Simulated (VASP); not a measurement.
Computed with vdW-DF2, VASP's PBE PAW potentials (set 64) (plane waves; VASP 6.6.1).

VASP input:

INCAR:
```
! general
SYSTEM  =InAs
PREC    =Accurate
ENCUT   =520   ! plane-wave cut-off (eV)
LREAL   =.FALSE.
LASPH   =.TRUE.   ! aspherical one-centre terms

! electronic loop
EDIFF   =1E-7
NELM    =100   ! most electronic steps
ALGO    =Normal
LMAXMIX =4   ! l cut-off of mixed one-centre charges

! smearing
ISMEAR  =-5   ! tetrahedra, Bloechl

! functional
GGA     =ML
LUSE_VDW=.TRUE.
AGGAC   =0.0
ZAB_VDW =-1.8867

! ions
ISIF    =2   ! forces and stress, cell fixed

! output
LWAVE   =.FALSE.
LCHARG  =.TRUE.
LORBIT  =11   ! lm-projected
NEDOS   =601
```

File POSCAR:
```
InAs
6.3756270
  0.0000000000   0.4999999736   0.4999999736
  0.4999999736   0.0000000000   0.4999999736
  0.4999999736   0.4999999736   0.0000000000
In As
1 1
Cartesian
  0.0000000000   0.0000000000   0.0000000000
  0.2499999868   0.2499999868   0.2499999868
```

KPOINTS:
```
kpoints
0
G
11 11 11
```

POTCAR, in this order: In_d As (PBE.64 set). Program: vasp_std.

What VASP printed:

**OSZICAR**
```
       N       E                     dE             d eps       ncg     rms          rms(c)
DAV:   1     0.118978774980E+03    0.11898E+03   -0.84061E+03  1456   0.143E+03
DAV:   2     0.623636763055E+01   -0.11274E+03   -0.11024E+03  1496   0.315E+02
DAV:   3    -0.242912635906E+01   -0.86655E+01   -0.85944E+01  1916   0.923E+01
DAV:   4    -0.267308740906E+01   -0.24396E+00   -0.24380E+00  1662   0.182E+01
DAV:   5    -0.268460821789E+01   -0.11521E-01   -0.11520E-01  2104   0.346E+00    0.367E+00
DAV:   6    -0.237094867416E+01    0.31366E+00   -0.66155E-01  2101   0.114E+01    0.197E+00
DAV:   7    -0.235553848093E+01    0.15410E-01   -0.14178E-01  1638   0.261E+00    0.652E-01
DAV:   8    -0.235425572096E+01    0.12828E-02   -0.10538E-02  1771   0.128E+00    0.198E-01
DAV:   9    -0.235430833518E+01   -0.52614E-04   -0.23067E-03  1766   0.576E-01    0.133E-01
DAV:  10    -0.235430824260E+01    0.92582E-07   -0.12851E-04  1933   0.105E-01    0.862E-02
DAV:  11    -0.235431287200E+01   -0.46294E-05   -0.61167E-05  1656   0.976E-02    0.653E-02
DAV:  12    -0.235431164935E+01    0.12227E-05   -0.17022E-05  1691   0.390E-02    0.431E-03
DAV:  13    -0.235431162881E+01    0.20543E-07   -0.58609E-07  1696   0.491E-03
   1 F= -.23543116E+01 E0= -.23543116E+01  d E =0.000000E+00
```

**OUTCAR**
```
------------------------ aborting loop because EDIFF is reached ----------------------------------------
  FORCE on cell =-STRESS in cart. coord.  units (eV):
  Direction    XX          YY          ZZ          XY          YZ          ZX
  --------------------------------------------------------------------------------------
  Total        0.0042624      0.0042624      0.0042624      0.0000000      0.0000000      0.0000000
  in kB        0.1054044      0.1054044      0.1054044      0.0000000      0.0000000      0.0000000
  external PRESSURE =       0.1054044 kB  Pullay stress =       0.0000000 kB
  volume of cell :       64.79
      direct lattice vectors                 reciprocal lattice vectors
     0.000000000  3.187813332  3.187813332    -0.156847327  0.156847327  0.156847327
     3.187813332  0.000000000  3.187813332     0.156847327 -0.156847327  0.156847327
     3.187813332  3.187813332  0.000000000     0.156847327  0.156847327 -0.156847327
  FREE ENERGIE OF THE ION-ELECTRON SYSTEM (eV)
  ---------------------------------------------------
  free  energy   TOTEN  =        -2.3543116288 eV

  energy  without entropy=       -2.3543116288  energy(sigma->0) =       -2.35431163

 total charge

# of ion       s       p       d       tot
------------------------------------------
    1        0.893   0.604   9.873  11.370
    2        1.263   1.479   0.015   2.756
--------------------------------------------------
tot          2.156   2.083   9.888  14.127
```
(Selected blocks of OUTCAR.)

For a metal the tetrahedron method with Blöchl corrections gives inexact stress and forces.

The compound is InAs in the zinc blende structure. It was relaxed first, which changed the volume by +16 %.
